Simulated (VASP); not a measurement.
OSZICAR of a VASP run on PtSe$_{2}$ (1T layered):

File OSZICAR:
```
       N       E                     dE             d eps       ncg     rms          rms(c)
DAV:   1     0.111151271579E+03    0.11115E+03   -0.10137E+04  2102   0.126E+03
DAV:   2    -0.120421319214E+02   -0.12319E+03   -0.12052E+03  2630   0.238E+02
DAV:   3    -0.166039574013E+02   -0.45618E+01   -0.45335E+01  2518   0.483E+01
DAV:   4    -0.166372715153E+02   -0.33314E-01   -0.33317E-01  2588   0.448E+00
DAV:   5    -0.166375945657E+02   -0.32305E-03   -0.32305E-03  2532   0.414E-01    0.137E+01
DAV:   6    -0.160660500706E+02    0.57154E+00   -0.50508E+00  2105   0.216E+01    0.815E+00
DAV:   7    -0.158817517212E+02    0.18430E+00   -0.91117E-01  2119   0.103E+01    0.406E+00
DAV:   8    -0.158557970096E+02    0.25955E-01   -0.65477E-02  2315   0.196E+00    0.839E-01
DAV:   9    -0.158525872855E+02    0.32097E-02   -0.87858E-03  2322   0.967E-01    0.186E-01
DAV:  10    -0.158526120432E+02   -0.24758E-04   -0.11476E-03  2329   0.257E-01    0.385E-02
DAV:  11    -0.158526109730E+02    0.10701E-05   -0.53451E-05  2553   0.695E-02    0.227E-02
DAV:  12    -0.158526111532E+02   -0.18021E-06   -0.33920E-06  2042   0.162E-02
   1 F= -.14114553E+02 E0= -.14114371E+02  d E =-.141146E+02
       N       E                     dE             d eps       ncg     rms          rms(c)
DAV:   1    -0.158530490950E+02   -0.43812E-03   -0.20408E-03  2084   0.297E-01    0.322E-02
DAV:   2    -0.158530429102E+02    0.61848E-05   -0.17874E-04  2616   0.119E-01    0.223E-02
DAV:   3    -0.158530391274E+02    0.37828E-05   -0.16462E-05  2203   0.424E-02    0.107E-02
DAV:   4    -0.158530381185E+02    0.10089E-05   -0.20782E-06  1253   0.926E-03    0.388E-03
DAV:   5    -0.158530378931E+02    0.22543E-06   -0.33743E-07  1056   0.543E-03
   2 F= -.14114579E+02 E0= -.14114396E+02  d E =-.259211E-04
```

### Question
Which electronic solver shows in the log?

### Answer
It is blocked Davidson (ALGO = Normal, or the opening steps of other solvers). The INCAR had ALGO = Normal.

### Question
Can the final energy be trusted as converged?

### Answer
Self-consistency was reached. It stopped with EDIFF = 1E-6, NELM = 100, NSW = 40 and EDIFFG = -0.02 after 2 ionic steps (PBEsol GGA, plane waves, VASP's PBE PAW potentials (set 64)). Without a dispersion term in the relaxation, distances and binding between the weakly bound layers, chains or molecules are unreliable, and so is what depends on them.

The compound is PtSe2 in the 1T layered structure. This run relaxes it under an external pressure of 5 GPa. Symmetry was kept, so distortions that lower it aren't found.
